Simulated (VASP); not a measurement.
Output of a VASP run:

File OUTCAR:
```
 ion  position               nearest neighbor table
   1  0.000  0.000  0.000-   3 2.56   3 2.56   3 2.56   2 2.56   3 2.56   2 2.56   2 2.56   2 2.56
  LATTYP: Found a face centered cubic cell.
 ALAT       =     5.9177737258
 Subroutine PRICEL returns:
 Original cell was already a primitive cell.
 Subroutine GETGRP returns: Found 48 space group operations
The static configuration has the point symmetry O_h .
The dynamic configuration has the point symmetry O_h .
 Subroutine INISYM returns: Found 48 space group operations
 Subroutine IBZKPT returns following result:
 Found     16 irreducible k-points:

 Following reciprocal coordinates:
            Coordinates               Weight
  0.000000  0.000000  0.000000      1.000000
  0.166667  0.000000  0.000000      8.000000
  0.333333  0.000000  0.000000      8.000000
  0.500000  0.000000  0.000000      4.000000
  0.166667  0.166667  0.000000      6.000000
  0.333333  0.166667  0.000000     24.000000
  0.500000  0.166667  0.000000     24.000000
 -0.333333  0.166667  0.000000     24.000000
 -0.166667  0.166667  0.000000     12.000000
  0.333333  0.333333  0.000000      6.000000
  0.500000  0.333333  0.000000     24.000000
 -0.333333  0.333333  0.000000     12.000000
  0.500000  0.500000  0.000000      3.000000
  0.500000  0.333333  0.166667     24.000000
 -0.333333  0.333333  0.166667     24.000000
 -0.333333  0.500000  0.166667     12.000000
   k-points           NKPTS =     16   k-points in BZ     NKDIM =     16   number of bands    NBANDS=     18
   number of dos      NEDOS =    301   number of ions     NIONS =      3
   total plane-waves  NPLWV =  32768
   dimension x,y,z NGX =    32 NGY =   32 NGZ =   32
   dimension x,y,z NGXF=    64 NGYF=   64 NGZF=   64
   ions per type =               1   2
   PREC   = accura    normal or accurate (medium, high low for compatibility)
   ISTART =      0    job   : 0-new  1-cont  2-samecut
   ICHARG =      2    charge: 1-file 2-atom 10-const
   ISPIN  =      1    spin polarized calculation?
   LNONCOLLINEAR =      F non collinear calculations
   LSORBIT =      F    spin-orbit coupling
   INIWAV =      1    electr: 0-lowe 1-rand  2-diag
   ENCUT  =  520.0 eV  38.22 Ry    6.18 a.u.   7.78  7.78  7.78*2*pi/ulx,y,z
   NELM   =    100;   NELMIN=  2; NELMDL= -5     # of ELM steps
   EDIFF  = 0.1E-05   stopping-criterion for ELM
   LREAL  =      F    real-space projection
   NLSPLINE    = F    spline interpolate recip. space projectors
   LMAXMIX     =    4 max onsite mixed and CHGCAR
   VOSKOWN=      0    Vosko Wilk Nusair interpolation
   EDIFFG = -.2E-01   stopping-criterion for IOM
   NSW    =     60    number of steps for IOM
   NBLOCK =      1;   KBLOCK =     60    inner block; outer block
   IBRION =      2    ionic relax: 0-MD 1-quasi-New 2-CG
   NFREE  =      1    steps in history (QN), initial steepest desc. (CG)
   ISIF   =      3    stress and relaxation
   ISYM   =      2    0-nonsym 1-usesym 2-fastsym
   TEIN   =    0.0    initial temperature
   TEBEG  =    0.0;   TEEND  =   0.0 temperature during run
   SMASS  =  -3.00    Nose mass-parameter (am)
   PSTRESS=    0.0 pullay stress
   NELECT =      28.0000    total number of electrons
   EFERMI =   0.00;   METHOD = LEGACY
   ISMEAR =     0;   SIGMA  =   0.05  broadening in eV -4-tet -1-fermi 0-gaus
   IALGO  =     38    algorithm
   LDIAG  =      T    sub-space diagonalisation (order eigenvalues)
   IMIX   =      4    mixing-type and parameters
     AMIX     =   0.40;   BMIX     =  1.00
     AMIX_MAG =   1.60;   BMIX_MAG =  1.00
     AMIN     =   0.10
   GGA     = AM    functional components
   VOSKOWN =     0    Vosko Wilk Nusair interpolation
   LHFCALC =     F    Hartree Fock is set to
   LHFONE  =     F    Hartree Fock one center treatment
   AEXX    =    0.0000 exact exchange contribution
   IVDW    =     0    specifies the selected vdW correction
   LEPSILON=     F    determine dielectric tensor
   LRPA    =     F    only Hartree local field effects (RPA)
  energy-cutoff  :      520.00
...
```

File OSZICAR:
```
       N       E                     dE             d eps       ncg     rms          rms(c)
DAV:   1     0.311679257003E+03    0.31168E+03   -0.14998E+04   576   0.177E+03
DAV:   2     0.137345712399E+02   -0.29794E+03   -0.28682E+03   632   0.459E+02
DAV:   3    -0.149935739396E+02   -0.28728E+02   -0.28399E+02   662   0.155E+02
DAV:   4    -0.159531183219E+02   -0.95954E+00   -0.95832E+00   610   0.291E+01
DAV:   5    -0.159833166374E+02   -0.30198E-01   -0.30196E-01   644   0.547E+00    0.713E+00
DAV:   6    -0.143981138161E+02    0.15852E+01   -0.83994E+00   742   0.245E+01    0.265E+00
DAV:   7    -0.143892883839E+02    0.88254E-02   -0.37536E-01   584   0.431E+00    0.152E+00
DAV:   8    -0.143878689662E+02    0.14194E-02   -0.95310E-02   584   0.391E+00    0.474E-01
DAV:   9    -0.143857689775E+02    0.21000E-02   -0.17149E-02   662   0.105E+00    0.101E-01
DAV:  10    -0.143872639809E+02   -0.14950E-02   -0.17196E-03   576   0.387E-01    0.260E-02
DAV:  11    -0.143872760611E+02   -0.12080E-04   -0.85098E-05   636   0.926E-02    0.101E-02
DAV:  12    -0.143872913807E+02   -0.15320E-04   -0.27280E-05   596   0.507E-02    0.577E-03
DAV:  13    -0.143872907500E+02    0.63071E-06   -0.41131E-06   494   0.264E-02
   1 F= -.14387291E+02 E0= -.14387291E+02  d E =-.143873E+02
       N       E                     dE             d eps       ncg     rms          rms(c)
DAV:   1    -0.143909100201E+02   -0.36186E-02   -0.92384E-02   730   0.449E+00    0.426E-01
DAV:   2    -0.143877002687E+02    0.32098E-02   -0.14919E-02   606   0.127E+00    0.889E-02
DAV:   3    -0.143874239902E+02    0.27628E-03   -0.80498E-04   734   0.474E-01    0.383E-02
DAV:   4    -0.143873838156E+02    0.40175E-04   -0.24187E-04   672   0.239E-01    0.130E-02
DAV:   5    -0.143873852560E+02   -0.14404E-05   -0.33645E-05   604   0.762E-02    0.821E-03
DAV:   6    -0.143873831915E+02    0.20645E-05   -0.85554E-06   710   0.410E-02    0.180E-03
DAV:   7    -0.143873830904E+02    0.10110E-06   -0.54200E-07   312   0.796E-03
   2 F= -.14387383E+02 E0= -.14387383E+02  d E =-.923404E-04
```

### OUTCAR
```
------------------------ aborting loop because EDIFF is reached ----------------------------------------
  FORCE on cell =-STRESS in cart. coord.  units (eV):
  Direction    XX          YY          ZZ          XY          YZ          ZX
  --------------------------------------------------------------------------------------
  Total       -0.0128792     -0.0128792     -0.0128792      0.0000000     -0.0000000      0.0000000
  in kB       -0.3969809     -0.3969809     -0.3969809      0.0000000     -0.0000000      0.0000000
  external PRESSURE =      -0.3969809 kB  Pullay stress =       0.0000000 kB
  volume of cell :       51.98
      direct lattice vectors                 reciprocal lattice vectors
    -0.000000000  2.962102491  2.962102491    -0.168799021  0.168799021  0.168799021
     2.962102491  0.000000000  2.962102491     0.168799021 -0.168799021  0.168799021
     2.962102491  2.962102491  0.000000000     0.168799021  0.168799021 -0.168799021
 POSITION                                       TOTAL-FORCE (eV/Angst)
 -----------------------------------------------------------------------------------
      5.92420      5.92420      5.92420        -0.000000      0.000000     -0.000000
      1.48105      1.48105      1.48105         0.000000     -0.000000     -0.000000
      4.44315      4.44315      4.44315        -0.000000      0.000000      0.000000
 -----------------------------------------------------------------------------------
    total drift:                               -0.000000      0.000000      0.000000
  FREE ENERGIE OF THE ION-ELECTRON SYSTEM (eV)
  ---------------------------------------------------
  free  energy   TOTEN  =       -14.3873830904 eV

  energy  without entropy=      -14.3873830904  energy(sigma->0) =      -14.38738309

 reached required accuracy - stopping structural energy minimisation
```
(Selected blocks of OUTCAR.)

File POSCAR:
```
PbF2
1
   -0.0000000000     2.9588868629     2.9588868629
    2.9588868629    -0.0000000000     2.9588868629
    2.9588868629     2.9588868629     0.0000000000
Pb F
1 2
Direct
  1.0000000000   0.0000000000   0.0000000000
  0.2500000000   0.2500000000   0.2500000000
  0.7500000000   0.7500000000   0.7500000000
```

**Question.** Write an INCAR and KPOINTS that could have produced this output.

**Answer.** One answer among several that fit: the input of the run itself, AM05 GGA, plane waves, VASP's PBE PAW potentials (set 64).

INCAR:
```
SYSTEM = PbF2
PREC = Accurate
ENCUT = 520
EDIFF = 1E-6
NELM = 100
ALGO = Normal
LREAL = .FALSE.
LASPH = .TRUE.
ISMEAR = 0
SIGMA = 0.05
GGA = AM
LMAXMIX = 4
LWAVE = .FALSE.
LCHARG = .FALSE.
IBRION = 2
ISIF = 3
NSW = 60
EDIFFG = -0.02
```

File KPOINTS:
```
Automatic
0
Gamma
6 6 6
0 0 0
```

POTCAR, in this order: Pb_d F (PBE.64 set). Program: vasp_std.

The compound is PbF2 in the fluorite structure, the β form. This run relaxes it. Symmetry was kept, so distortions that lower it aren't found. The start is the result of an earlier pass.
